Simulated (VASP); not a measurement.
Calculation: r2SCAN meta-GGA, VASP's PBE PAW potentials (set 64) (plane waves; VASP).

Input for VASP

**INCAR**
```
! general
SYSTEM   =  Li
PREC     =  Accurate
ENCUT    =  600   ! plane-wave cut-off (eV)
LREAL    =  .FALSE.
LASPH    =  .TRUE.   ! aspherical one-centre terms

! electronic loop
EDIFF    =  1E-7   ! SCF stop (eV)
NELM     =  100   ! most electronic steps
ALGO     =  Normal
LMIXTAU  =  .TRUE.

! smearing
ISMEAR   =  1   ! Methfessel-Paxton
SIGMA    =  0.1

! functional
METAGGA  =  R2SCAN

! ions
ISIF     =  2

! output
LWAVE    =  .FALSE.
LCHARG   =  .FALSE.
```

### KPOINTS
```
Automatic
0
G
  14 14 14
```

File POSCAR:
```
Li
1
   -1.7281284345     1.7281284345     1.7281284345
    1.7281284345    -1.7281284345     1.7281284345
    1.7281284345     1.7281284345    -1.7281284345
Li
1
Direct
  0.0000000000   0.0000000000   0.0000000000
```

POTCAR, in this order: Li_sv (PBE.64 set). Program: vasp_std.

### Question
What will the output report for the number of irreducible k-points (NKPTS), number of bands (NBANDS), largest plane-wave count, number of space-group operations, FFT grid (NGX, NGY, NGZ)?

### Answer

- number of irreducible k-points (NKPTS) = 104
- number of bands (NBANDS) = 5
- largest plane-wave count = 704
- number of space-group operations = 48
- FFT grid (NGX, NGY, NGZ) = 24 × 24 × 24

The compound is Li in the bcc structure. It was relaxed first.
